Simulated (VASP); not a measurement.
All values below come from PBE GGA, VASP's PBE PAW potentials (set 64) (plane waves; VASP).

The input files of a VASP run:

File KPOINTS:
```
Regular mesh
0
Gamma
  6 6 6
```

### POSCAR
```
Li2Se
1.0
  0.0000000000   3.0300000000   3.0300000000
  3.0300000000   0.0000000000   3.0300000000
  3.0300000000   3.0300000000   0.0000000000
Li Se
2 1
Cartesian
  1.5150000000   1.5150000000   1.5150000000
  4.5450000000   4.5450000000   4.5450000000
  0.0000000000   0.0000000000   0.0000000000
```

### INCAR
```
SYSTEM = Li2Se
PREC = Accurate; ENCUT = 600; LREAL = .False.
LASPH = .True.
EDIFF = 1E-7; NELM = 100; ALGO = Normal
LMAXMIX = 4
ISMEAR = 0; SIGMA = 0.05
GGA = PE
ISIF = 2
LWAVE = .False.; LCHARG = .False.
```

POTCAR, in this order: Li_sv Se (PBE.64 set). Program: vasp_std.

What does the run give for the energy per atom (σ→0)?

```yaml
energy per atom (σ→0): -3.709 eV/atom
```

File OSZICAR:
```
...
DAV:   8    -0.111279646490E+02   -0.80763E-02   -0.20516E-02   390   0.103E+00    0.202E-01
DAV:   9    -0.111280763388E+02   -0.11169E-03   -0.13497E-03   456   0.221E-01    0.105E-01
DAV:  10    -0.111284558526E+02   -0.37951E-03   -0.70770E-04   346   0.161E-01    0.438E-02
DAV:  11    -0.111284558232E+02    0.29440E-07   -0.34276E-05   428   0.395E-02    0.799E-03
DAV:  12    -0.111284617791E+02   -0.59559E-05   -0.10050E-05   350   0.203E-02    0.441E-03
DAV:  13    -0.111284613544E+02    0.42468E-06   -0.25605E-07   496   0.421E-03    0.138E-03
DAV:  14    -0.111284612571E+02    0.97289E-07   -0.68371E-08   324   0.165E-03
   1 F= -.11128461E+02 E0= -.11128461E+02  d E =-.291175E-13
```

The compound is Li2Se in the antifluorite structure. This cell was strained or had an atom moved on purpose.
